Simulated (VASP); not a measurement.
# Be3B2C (P6/mmm) in VASP: further runs

The runs below take Be3B2C through single point, relaxation of cell and atoms, with PBE.

All numbers are computed with VASP 6.6.1; they aren't measurements. Logs are shortened: lines on timing, memory, paths and dates and some standing lists are left out, and cuts for length are marked.

## (1) The cell of the first run

Symmetry: P6/mmm, No. 191, hexagonal system. The conventional cell has a = 4.086 Å, b = 4.086 Å, c = 4.461 Å, α = 90.00°, β = 90.00°, γ = 120.00°. Around Be (site symmetry mmm) lie 4 Be at 2.04 Å and 4 B at 2.20 Å. B (site symmetry 6mm) is surrounded by 1 C at 1.42 Å and 1 B at 1.62 Å. C (site symmetry 6/mmm) has 2 B at 1.42 Å as nearest neighbours.

The cell was built by a generator and needn't be a form met in nature.

## (2) Single point, PBE (random cell by space group and Wyckoff sites (P6/mmm, No. 191))

The input, INCAR:

```
ALGO = Normal
EDIFF = 1E-6
ENCUT = 520
GGA = PE
ISIF = 2
ISMEAR = 0
LASPH = True
LCHARG = False
LREAL = False
LWAVE = False
NBANDS = 17
NELM = 80
PREC = Accurate
SIGMA = 0.1
```

The input, KPOINTS:

```
k-points
0
Gamma
  12 12 8
```

The input, POSCAR:

```
Be3B2C
1.0
    4.0858444477      0.0000000000      0.0000000000
   -2.0429222238      3.5384450876      0.0000000000
    0.0000000000      0.0000000000      4.4611548180
Be B C
3 2 1
Direct
    0.5000000000      0.0000000000      0.0000000000
    0.0000000000      0.5000000000      0.0000000000
    0.5000000000      0.5000000000      0.0000000000
    0.0000000000      0.0000000000      0.8182726969
    0.0000000000      0.0000000000      0.1817273031
    0.0000000000      0.0000000000      0.5000000000
```

Potentials or basis: VASP PAW PBE potentials, release 64 (Be, B, C).

Run with:

```
> cat potpaw_PBE.64/Be/POTCAR potpaw_PBE.64/B/POTCAR potpaw_PBE.64/C/POTCAR > POTCAR
> mpirun -np 1 vasp_std > vasp.out
```

OUTCAR:

```text
EDIFF = 1E-6
   ENCUT = 520
   GGA = PE
   ISIF = 2
   ISMEAR = 0
   LASPH = True
   LREAL = False
   NELM = 80
   PREC = Accurate

 ion  position               nearest neighbor table
   1  0.500  0.000  0.000-   3 2.04   3 2.04   2 2.04   2 2.04   4 2.20   4 2.20   5 2.20   5 2.20

   2  0.000  0.500  0.000-   3 2.04   3 2.04   1 2.04   1 2.04   4 2.20   5 2.20   4 2.20   5 2.20

   3  0.500  0.500  0.000-   1 2.04   1 2.04   2 2.04   2 2.04   4 2.20   5 2.20   4 2.20   5 2.20

   4  0.000  0.000  0.818-   6 1.42   5 1.62   2 2.20   2 2.20   1 2.20   1 2.20   3 2.20   3 2.20

   5  0.000  0.000  0.182-   6 1.42   4 1.62   2 2.20   2 2.20   1 2.20   1 2.20   3 2.20   3 2.20

   6  0.000  0.000  0.500-   4 1.42   5 1.42

  LATTYP: Found a hexagonal cell.
 ALAT       =     4.0858444477
 C/A-ratio  =     1.0918562552

  Lattice vectors:

 A1 = (   4.0858444477,   0.0000000000,   0.0000000000)
 A2 = (  -2.0429222238,   3.5384450876,   0.0000000000)
 A3 = (   0.0000000000,   0.0000000000,   4.4611548180)

Analysis of symmetry for initial positions (statically):
=====================================================================
 Subroutine PRICEL returns:
 Original cell was already a primitive cell.

 Routine SETGRP: Setting up the symmetry group for a
 hexagonal supercell.

 Subroutine GETGRP returns: Found 24 space group operations
 (whereof 24 operations were pure point group operations)
 out of a pool of 24 trial point group operations.

The static configuration has the point symmetry D_6h.

Analysis of symmetry for dynamics (positions and initial velocities):
=====================================================================
 Subroutine PRICEL returns:
 Original cell was already a primitive cell.

 Routine SETGRP: Setting up the symmetry group for a
 hexagonal supercell.

 Subroutine GETGRP returns: Found 24 space group operations
 (whereof 24 operations were pure point group operations)
 out of a pool of 24 trial point group operations.

The dynamic configuration has the point symmetry D_6h.

 Subroutine INISYM returns: Found 24 space group operations
 (whereof 24 operations are pure point group operations),
 and found     1 'primitive' translations

----------------------------------------------------------------------------------------

                                     Primitive cell

  volume of cell :      64.4973

  direct lattice vectors                    reciprocal lattice vectors
     4.085844448  0.000000000  0.000000000     0.244747448  0.141305005  0.000000000
    -2.042922224  3.538445088  0.000000000     0.000000000  0.282610010  0.000000000
     0.000000000  0.000000000  4.461154818     0.000000000  0.000000000  0.224157206

  length of vectors
     4.085844448  4.085844448  4.461154818     0.282610010  0.282610010  0.224157206

  position of ions in fractional coordinates (direct lattice)
     0.500000000  0.000000000  0.000000000
     0.000000000  0.500000000  0.000000000
     0.500000000  0.500000000  0.000000000
     0.000000000  0.000000000  0.818272697
     0.000000000  0.000000000  0.181727303
     0.000000000  0.000000000  0.500000000

  ion indices of the primitive-cell ions
   primitive index   ion index
                 1           1
                 2           2
                 3           3
                 4           4
                 5           5
                 6           6

----------------------------------------------------------------------------------------

 KPOINTS: k-points

Automatic generation of k-mesh.
 Grid dimensions read from file:
 generate k-points for:   12   12    8

 Generating k-lattice:

  Cartesian coordinates                     Fractional coordinates (reciprocal lattice)
     0.020395621  0.011775417  0.000000000     0.083333333  0.000000000  0.000000000
     0.000000000  0.023550834  0.000000000     0.000000000  0.083333333  0.000000000
     0.000000000  0.000000000  0.028019651     0.000000000  0.000000000  0.125000000

  Length of vectors
     0.023550834  0.023550834  0.028019651

  Shift w.r.t. Gamma in fractional coordinates (k-lattice)
     0.000000000  0.000000000  0.000000000

 Subroutine IBZKPT returns following result:
 ===========================================

 Found     95 irreducible k-points:

 Following reciprocal coordinates:
            Coordinates               Weight
  0.000000  0.000000  0.000000      1.000000
  0.083333 -0.000000  0.000000      6.000000
  0.166667  0.000000  0.000000      6.000000
  0.250000 -0.000000  0.000000      6.000000
  0.333333 -0.000000  0.000000      6.000000
  0.416667 -0.000000  0.000000      6.000000
[... 16 lines left out ...]
  0.250000 -0.000000  0.125000     12.000000
  0.333333 -0.000000  0.125000     12.000000
 [... further k-points ...]
   k-points           NKPTS =     95   k-points in BZ     NKDIM =     95   number of bands    NBANDS=     17
   number of dos      NEDOS =    301   number of ions     NIONS =      6
   total plane-waves  NPLWV =  32400
   dimension x,y,z NGX =    30 NGY =   30 NGZ =   36
   dimension x,y,z NGXF=    60 NGYF=   60 NGZF=   72
   ions per type =               3   2   1
   NGX,Y,Z   is equivalent  to a cutoff of  12.21, 12.21, 13.42 a.u.
   NGXF,Y,Z  is equivalent  to a cutoff of  24.41, 24.41, 26.83 a.u.
 SYSTEM =  unknown system
   PREC   = accura    normal or accurate (medium, high low for compatibility)
   ISTART =      0    job   : 0-new  1-cont  2-samecut
   ICHARG =      2    charge: 1-file 2-atom 10-const
   ISPIN  =      1    spin polarized calculation?
   LNONCOLLINEAR =      F non collinear calculations
   LSORBIT =      F    spin-orbit coupling
   LASPH  =      T    aspherical Exc in radial PAW
   ENCUT  =  520.0 eV  38.22 Ry    6.18 a.u.   7.60  7.60  8.29*2*pi/ulx,y,z
   NELM   =     80;   NELMIN=  2; NELMDL= -5     # of ELM steps
   EDIFF  = 0.1E-05   stopping-criterion for ELM
   LREAL  =      F    real-space projection
   EDIFFG = 0.1E-04   stopping-criterion for IOM
   NSW    =      0    number of steps for IOM
   IBRION =     -1    ionic relax: 0-MD 1-quasi-New 2-CG
   NFREE  =      0    steps in history (QN), initial steepest desc. (CG)
   ISIF   =      2    stress and relaxation
   ISYM   =      2    0-nonsym 1-usesym 2-fastsym
   POTIM  = 0.5000    time-step for ionic-motion
   TEBEG  =    0.0;   TEEND  =   0.0 temperature during run
   PSTRESS=    0.0 pullay stress
   NELECT =      16.0000    total number of electrons
   NUPDOWN=      -1.0000    fix difference up-down
   EMIN   =  10.00;   EMAX   =-10.00  energy-range for DOS
   EFERMI =   0.00;   METHOD = LEGACY
   ISMEAR =     0;   SIGMA  =   0.10  broadening in eV -4-tet -1-fermi 0-gaus
   EFERMI_NEDOS =   21; number of points for ismear=-14 and -15
   IALGO  =     38    algorithm
   IMIX   =      4    mixing-type and parameters
     AMIX     =   0.40;   BMIX     =  1.00
     AMIX_MAG =   1.60;   BMIX_MAG =  1.00
  volume/ion in A,a.u.               =      10.75        72.54
  Fermi-wavevector in a.u.,A,eV,Ry     =   1.028650  1.943867 14.396608  1.058121
  Thomas-Fermi vector in A             =   2.162657
   LORBIT       =      0    0 simple, 1 ext, 2 COOP (PROOUT), +10 PAW based schemes
   GGA     = PE    functional components
   LHFCALC =     F    Hartree Fock is set to
   AEXX    =    0.0000 exact exchange contribution
   IVDW    =     0    specifies the selected vdW correction
   LEPSILON=     F    determine dielectric tensor
   LRPA    =     F    only Hartree local field effects (RPA)
 non-spin polarized calculation
 Gauss-broadening in eV      SIGMA  =   0.10
  energy-cutoff  :      520.00
  volume of cell :       64.50
 maximum number of plane-waves:      1763
   NGX = 15   NGY = 15   NGZ = 17

 number of electron      16.0000001 magnetization

 Free energy of the ion-electron system (eV)
  ---------------------------------------------------
  ext. energy  EPLUGINS =         0.00000000
  ---------------------------------------------------
  free energy    TOTEN  =       -29.78122886 eV

  energy without entropy =      -29.77465234  energy(sigma->0) =      -29.77794060

 E-fermi :   3.3365     XC(G=0):  -9.3514

 val. band max:        3.3290707784   @ k =   0.4167   0.0833   0.1250
 cond. band min:       3.3741306322   @ k =   0.1667   0.0833   0.2500
 fundamental gap:      0.0450598538
 Fermi energy:         3.3364565455

 k-point     1 :       0.0000    0.0000    0.0000
  band No.  band energies     occupation
      1     -10.0867      2.00000
      2      -6.2114      2.00000
      3      -4.7476      2.00000
      4      -1.8838      2.00000
      5      -1.8838      2.00000
      6       1.2619      2.00000
[... 9 lines left out ...]
     16      10.9877      0.00000
     17      10.9877      0.00000

 k-point     2 :       0.0833   -0.0000    0.0000
  band No.  band energies     occupation
      1     -10.0614      2.00000
      2      -6.2000      2.00000
      3      -4.7238      2.00000
      4      -2.0974      2.00000
      5      -1.8929      2.00000
      6       1.1714      2.00000
[... 9 lines left out ...]
     16      10.8287      0.00000
     17      11.2150      0.00000

 k-point     3 :       0.1667    0.0000    0.0000
  band No.  band energies     occupation
      1      -9.9900      2.00000
      2      -6.1662      2.00000
      3      -4.6571      2.00000
      4      -2.6018      2.00000
      5      -1.9178      2.00000
      6       0.9583      2.00000
[... 9 lines left out ...]
     16      10.6205      0.00000
     17      11.8230      0.00000

 k-point     4 :       0.2500   -0.0000    0.0000
  band No.  band energies     occupation
      1      -9.8869      2.00000
      2      -6.1126      2.00000
      3      -4.5621      2.00000
      4      -3.1870      2.00000
      5      -1.9514      2.00000
      6       0.7142      2.00000
[... 9 lines left out ...]
     16      11.0591      0.00000
     17      12.7374      0.00000

 k-point     5 :       0.3333   -0.0000    0.0000
  band No.  band energies     occupation
      1      -9.7764      2.00000
      2      -6.0456      2.00000
      3      -4.4620      2.00000
      4      -3.7145      2.00000
      5      -1.9846      2.00000
      6       0.5061      2.00000
[... 9 lines left out ...]
     16      11.3145      0.00000
     17      11.6698      0.00000

 k-point     6 :       0.4167   -0.0000    0.0000
  band No.  band energies     occupation
      1      -9.6899      2.00000
      2      -5.9816      2.00000
      3      -4.3850      2.00000
      4      -4.0879      2.00000
      5      -2.0086      2.00000
      6       0.3706      2.00000
[... 9 lines left out ...]
     16      11.8248      0.00000
     17      12.2988      0.00000
[... 281 lines left out ...]
 k-point    21 :       0.0833   -0.0000    0.1250
  band No.  band energies     occupation
      1      -9.9890      2.00000
      2      -6.6407      2.00000
      3      -4.2673      2.00000
      4      -2.0121      2.00000
      5      -1.8044      2.00000
      6       1.1829      2.00000
[... 9 lines left out ...]
     16      10.6407      0.00000
     17      11.0363      0.00000

 k-point    22 :       0.1667    0.0000    0.1250
  band No.  band energies     occupation
      1      -9.9184      2.00000
      2      -6.5921      2.00000
      3      -4.2190      2.00000
      4      -2.5203      2.00000
      5      -1.8282      2.00000
      6       0.9732      2.00000
[... 9 lines left out ...]
     16      10.6097      0.00000
     17      11.6534      0.00000

 k-point    23 :       0.2500   -0.0000    0.1250
  band No.  band energies     occupation
      1      -9.8167      2.00000
      2      -6.5188      2.00000
      3      -4.1497      2.00000
      4      -3.1061      2.00000
      5      -1.8604      2.00000
      6       0.7329      2.00000
[... 9 lines left out ...]
     16      11.0446      0.00000
     17      12.4901      0.00000

 k-point    24 :       0.3333   -0.0000    0.1250
  band No.  band energies     occupation
      1      -9.7078      2.00000
      2      -6.4337      2.00000
      3      -4.0776      2.00000
      4      -3.6284      2.00000
      5      -1.8923      2.00000
      6       0.5281      2.00000
[... 9 lines left out ...]
     16      11.5477      0.00000
     17      11.6103      0.00000

 [... further k-points ...]

------------------------ aborting loop because EDIFF is reached ----------------------------------------

  FORCE on cell =-STRESS in cart. coord.  units (eV):
  Direction    XX          YY          ZZ          XY          YZ          ZX
  --------------------------------------------------------------------------------------
  -------------------------------------------------------------------------------------
  Total        0.0132109      0.0132109     -0.0100708      0.0000000      0.0000000      0.0000000
  in kB        0.3281723      0.3281723     -0.2501699      0.0000000      0.0000000      0.0000000
  external PRESSURE =       0.1353915 kB  Pullay stress =       0.0000000 kB

 VOLUME and BASIS-vectors are now :
 -----------------------------------------------------------------------------
  energy-cutoff  :      520.00
  volume of cell :       64.50
      direct lattice vectors                 reciprocal lattice vectors
     4.085844448  0.000000000  0.000000000     0.244747448  0.141305005  0.000000000
    -2.042922224  3.538445088  0.000000000     0.000000000  0.282610010  0.000000000
     0.000000000  0.000000000  4.461154818     0.000000000  0.000000000  0.224157206

 POSITION                                       TOTAL-FORCE (eV/Angst)
 -----------------------------------------------------------------------------------
      2.04292      0.00000      0.00000        -0.000000      0.000000      0.000000
     -1.02146      1.76922      0.00000        -0.000000      0.000000      0.000000
      1.02146      1.76922      0.00000        -0.000000      0.000000      0.000000
      0.00000      0.00000      3.65044         0.000000     -0.000000      0.009754
      0.00000      0.00000      0.81071         0.000000      0.000000     -0.009754
      0.00000      0.00000      2.23058        -0.000000      0.000000      0.000000
 -----------------------------------------------------------------------------------
    total drift:                               -0.000000     -0.000000      0.000000

  FREE ENERGIE OF THE ION-ELECTRON SYSTEM (eV)
  ---------------------------------------------------
  free  energy   TOTEN  =       -29.7812288577 eV

  energy  without entropy=      -29.7746523439  energy(sigma->0) =      -29.77794060
```

Wall time 52 s (1 thread of AMD EPYC 9R45 (Zen 5), shared host); peak memory 0.2 GiB.

Results:

| Quantity | Value |
| --- | --- |
| Free energy | -29.7812 eV |
| Pressure | 0.0 GPa |
| Largest force | 0.010 eV/Å |
| Band gap on the k mesh | none (metal or under the smearing width) |

Forces on the atoms (eV/Å):
```
Be   0.000  0.000  0.000
Be   0.000  0.000  0.000
Be   0.000  0.000  0.000
B    0.000  0.000  0.010
B    0.000  0.000 -0.010
C    0.000  0.000  0.000
```

(Part 1 of 2 ends here.)
